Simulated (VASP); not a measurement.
These are PBEsol GGA, VASP's PBE PAW potentials (set 64) (plane waves; VASP) values and carry that method's errors.

Input for VASP

POSCAR:
```
KF
1
    0.0000000000     2.6557847636     2.6425058398
    2.6425058398     0.0000000000     2.6425058398
    2.6425058398     2.6557847636     0.0000000000
K F
1 1
Direct
  0.0000000000   0.0000000000   0.0000000000
  0.5000000000   0.5000000000   0.5000000000
```

INCAR:
```
ALGO=Normal
EDIFF=1E-7
ENCUT=600
GGA=PS
ISIF=2
ISMEAR=0
LASPH=T
LCHARG=F
LREAL=F
LWAVE=F
NELM=100
PREC=Accurate
SIGMA=0.05
SYSTEM=KF
```

### KPOINTS
```
Automatic mesh
0
Gamma
8 8 8
0 0 0
```

POTCAR, in this order: K_sv F (PBE.64 set). Program: vasp_std.

The resulting files:

### OSZICAR
```
       N       E                     dE             d eps       ncg     rms          rms(c)
DAV:   1     0.128833226944E+03    0.12883E+03   -0.91245E+03  1416   0.145E+03
DAV:   2    -0.433894853391E+01   -0.13317E+03   -0.12098E+03  1788   0.347E+02
DAV:   3    -0.949760152628E+01   -0.51587E+01   -0.51360E+01  1804   0.666E+01
DAV:   4    -0.963685631874E+01   -0.13925E+00   -0.13911E+00  2156   0.967E+00
DAV:   5    -0.963889270200E+01   -0.20364E-02   -0.20363E-02  1776   0.114E+00    0.593E+00
DAV:   6    -0.855628636923E+01    0.10826E+01   -0.37341E+00  1568   0.178E+01    0.407E+00
DAV:   7    -0.852520361265E+01    0.31083E-01   -0.12243E-01  1904   0.323E+00    0.246E+00
DAV:   8    -0.851874635637E+01    0.64573E-02   -0.52344E-02  1580   0.274E+00    0.216E-01
DAV:   9    -0.852028879363E+01   -0.15424E-02   -0.66169E-03  1900   0.701E-01    0.119E-01
DAV:  10    -0.852066172268E+01   -0.37293E-03   -0.80674E-04  1680   0.287E-01    0.686E-02
DAV:  11    -0.852087287770E+01   -0.21116E-03   -0.36863E-04  1556   0.154E-01    0.214E-02
DAV:  12    -0.852086348391E+01    0.93938E-05   -0.67282E-05  1780   0.742E-02    0.806E-03
DAV:  13    -0.852086292873E+01    0.55518E-06   -0.55799E-06  1596   0.239E-02    0.225E-03
DAV:  14    -0.852086295364E+01   -0.24909E-07   -0.40592E-07  1784   0.609E-03
   1 F= -.85208630E+01 E0= -.85208630E+01  d E =-.195007E-11
```

### OUTCAR
```
------------------------ aborting loop because EDIFF is reached ----------------------------------------
  FORCE on cell =-STRESS in cart. coord.  units (eV):
  Direction    XX          YY          ZZ          XY          YZ          ZX
  --------------------------------------------------------------------------------------
  Total        0.0900514      0.0211189      0.0900514     -0.0000000     -0.0000000      0.0000000
  in kB        3.8899707      0.9122794      3.8899707     -0.0000000     -0.0000000      0.0000000
  external PRESSURE =       2.8974069 kB  Pullay stress =       0.0000000 kB
  volume of cell :       37.09
      direct lattice vectors                 reciprocal lattice vectors
     0.000000000  2.655784764  2.642505840    -0.189214341  0.188268269  0.189214341
     2.642505840  0.000000000  2.642505840     0.189214341 -0.188268269  0.189214341
     2.642505840  2.655784764  0.000000000     0.189214341  0.188268269 -0.189214341
  FREE ENERGIE OF THE ION-ELECTRON SYSTEM (eV)
  ---------------------------------------------------
  free  energy   TOTEN  =        -8.5208629536 eV

  energy  without entropy=       -8.5208629536  energy(sigma->0) =       -8.52086295
```
(Selected blocks of OUTCAR.)

The compound is KF in the rock salt structure. This cell was strained or had an atom moved on purpose.
